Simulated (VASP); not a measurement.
Data:

```xyz
5
Lattice="4.0344 0.0000 0.0000 0.0000 4.0344 0.0000 0.0000 0.0000 4.0344" Properties=species:S:1:pos:R:3 pbc="T T T"
Ba     0.0000     0.0000     0.0000
Zr     2.0172     2.0172     2.0172
O      2.0172     0.0000     2.0172
O      0.0000     2.0172     2.0172
O      2.0172     2.0172     0.0000
```

Method: PBE GGA, VASP's PBE PAW potentials (set 64) (plane waves; VASP). Settings: 620 eV cut-off, 6×6×6 Γ-centred mesh, Gaussian smearing of 0.050 eV, potentials Ba_sv Zr_sv O.

Energy and stress use the plane-wave basis of the starting cell.

### Question
The ions, cell shape and volume at an external pressure of 45.0 GPa are relaxed. Which structure does the run end with?

### Answer

```xyz
5
Lattice="3.9681 0.0000 0.0000 0.0000 3.9681 0.0000 0.0000 0.0000 3.9681" Properties=species:S:1:pos:R:3 pbc="T T T"
Ba     0.0000     0.0000     0.0000
Zr     1.9840     1.9840     1.9840
O      1.9840     0.0000     1.9840
O      0.0000     1.9840     1.9840
O      1.9840     1.9840     0.0000
```
Space group Pm-3m (221), at a tolerance of 0.03 Å.

### Question
How do energy and volume change from the first to the last step?

### Answer
The energy (σ→0) changes by +147.7 meV/atom and the volume by -4.9 %, in 4 ionic steps.

The compound is BaZrO3 in the cubic perovskite structure. This run relaxes it under an external pressure of 45 GPa. Symmetry was kept, so distortions that lower it aren't found.
